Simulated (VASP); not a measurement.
VASP ran on this input.

KPOINTS:
```
Automatic mesh
0
Gamma
7 7 4
0 0 0
```

### INCAR
```
SYSTEM = Te
PREC = Accurate
ENCUT = 400
EDIFF = 1E-6
NELM = 100
ALGO = Normal
LREAL = .FALSE.
LASPH = .TRUE.
ISMEAR = 0
SIGMA = 0.05
GGA = PE
LMAXMIX = 4
LWAVE = .FALSE.
LCHARG = .FALSE.
ISIF = 2
IBRION = 2
NSW = 40
EDIFFG = 0.01
```

**POSCAR**
```
Te
1
    3.4271740000     0.0000000000     0.0000000000
   -1.7135870000     2.9680200000     0.0000000000
    0.0000000000     0.0000000000     5.5643390000
Te
2
Direct
  0.3767703951   0.6835132477   0.2500000000
  0.6666670000   0.3333330000   0.7500000000
```

POTCAR, in this order: Te (PBE.64 set). Program: vasp_std.

The resulting files:

File standard output:
```
 POSCAR found type information on POSCAR Te
 POSCAR found :  1 types and       2 ions
 Reading from existing POTCAR
 Reading from existing POTCAR
 LDA part: xc-table for (Slater+PW92), standard interpolation
 POSCAR, INCAR and KPOINTS ok, starting setup
 WAVECAR not read
 entering main loop
       N       E                     dE             d eps       ncg     rms          rms(c)
DAV:   1     0.414737848550E+02    0.41474E+02   -0.40867E+03  1500   0.791E+02
DAV:   2    -0.363162454727E+01   -0.45105E+02   -0.43893E+02  2406   0.124E+02
DAV:   3    -0.545456982081E+01   -0.18229E+01   -0.18147E+01  1722   0.296E+01
DAV:   4    -0.547544160402E+01   -0.20872E-01   -0.20859E-01  1694   0.392E+00
DAV:   5    -0.547577055053E+01   -0.32895E-03   -0.32894E-03  1682   0.499E-01    0.900E+00
DAV:   6    -0.547091440199E+01    0.48561E-02   -0.66802E-03  1654   0.527E-01    0.556E+00
DAV:   7    -0.546988225602E+01    0.10321E-02   -0.14272E-02  1610   0.773E-01    0.280E-01
DAV:   8    -0.546980359884E+01    0.78657E-04   -0.49533E-04  1634   0.162E-01    0.514E-02
DAV:   9    -0.546980193884E+01    0.16600E-05   -0.10202E-05  1686   0.279E-02    0.213E-02
DAV:  10    -0.546979965064E+01    0.22882E-05   -0.18287E-06  1032   0.865E-03    0.215E-02
DAV:  11    -0.546979881358E+01    0.83705E-06   -0.21526E-07   838   0.435E-03
   1 F= -.54697988E+01 E0= -.54688590E+01  d E =-.546980E+01
 curvature:   0.00 expect dE= 0.000E+00 dE for cont linesearch  0.000E+00
 trial: gam= 0.00000 g(F)=  0.290E-03 g(S)=  0.000E+00 ort = 0.000E+00 (trialstep = 0.100E+01)
 search vector abs. value=  0.290E-03
 reached required accuracy - stopping structural energy minimisation
```

OUTCAR:
```
------------------------ aborting loop because EDIFF is reached ----------------------------------------
  FORCE on cell =-STRESS in cart. coord.  units (eV):
  Direction    XX          YY          ZZ          XY          YZ          ZX
  --------------------------------------------------------------------------------------
  Total        0.7015647      0.8335536     -1.6179377     -0.2254115      0.0000000      0.0000000
  in kB       19.8592016     23.5954113    -45.7989809     -6.3807269      0.0000000      0.0000000
  external PRESSURE =      -0.7814560 kB  Pullay stress =       0.0000000 kB
  volume of cell :       56.60
      direct lattice vectors                 reciprocal lattice vectors
     3.427174000  0.000000000  0.000000000     0.291785594  0.168462477  0.000000000
    -1.713587000  2.968020000  0.000000000     0.000000000  0.336924953  0.000000000
     0.000000000  0.000000000  5.564339000     0.000000000  0.000000000  0.179715866
 POSITION                                       TOTAL-FORCE (eV/Angst)
 -----------------------------------------------------------------------------------
      0.12000      2.02868      1.39108         0.053355      0.012669     -0.000000
      1.71359      0.98934      4.17325        -0.053355     -0.012669      0.000000
 -----------------------------------------------------------------------------------
    total drift:                               -0.000000     -0.000000      0.000000
  FREE ENERGIE OF THE ION-ELECTRON SYSTEM (eV)
  ---------------------------------------------------
  free  energy   TOTEN  =        -5.4697988136 eV

  energy  without entropy=       -5.4679192380  energy(sigma->0) =       -5.46885903

 reached required accuracy - stopping structural energy minimisation
```
(Selected blocks of OUTCAR.)

Read input and log: which fault does this run have?
A. the Γ-only program was given a k-mesh
B. the mesh has unequal divisions along equivalent axes and breaks the lattice's symmetry
C. NSW = 0, so the ions never move
D. EDIFFG is positive, so the stop tests the energy change and not the forces

D, EDIFFG is positive, so the stop tests the energy change and not the forces. The run ends without an error. Against the sound run, the energy per atom (σ→0) increases by 0.040 eV/atom; the pressure falls by 2.01 GPa; the largest force rises by 0.048 eV/Å.

To mend it, set EDIFFG = -0.01.

The mended run (PBE GGA, plane waves, VASP's PBE PAW potentials (set 64)) converges, and its OSZICAR ends with
```
  15 F= -.55499389E+01 E0= -.55489560E+01  d E =-.167612E-02
```

The structure was generated: Te was put into the hcp type (P6_3/mmc), which need not be its known phase. The cell was not relaxed at this level, atoms are displaced from their ideal sites.
